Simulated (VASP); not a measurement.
Consider the following.

```xyz
2
Lattice="0.0000 2.3598 2.3598 2.3598 0.0000 2.3598 2.3598 2.3598 0.0000" Properties=species:S:1:pos:R:3 pbc="T T T"
Ca     0.0000     0.0000     0.0000
O      2.3598     2.3598     2.3598
```

These are LDA (Ceperley-Alder, Perdew-Zunger), VASP's LDA PAW potentials (set 64) (plane waves; VASP) values and carry that method's errors. Numerical set-up: 520 eV cut-off, 9×9×9 Γ-centred mesh, Gaussian smearing of 0.050 eV, potentials Ca_sv O.

What does the run give for the energy per atom (σ→0)?

The energy per atom (σ→0) comes out as -7.111 eV/atom.

Only differences to runs with the same potentials and settings are physical.

The structure comes from a computed database's CaO entry (Fm-3m); how it stands against other phases isn't given here. It was relaxed first, which changed the volume by -5 %. The start is the result of an earlier pass.
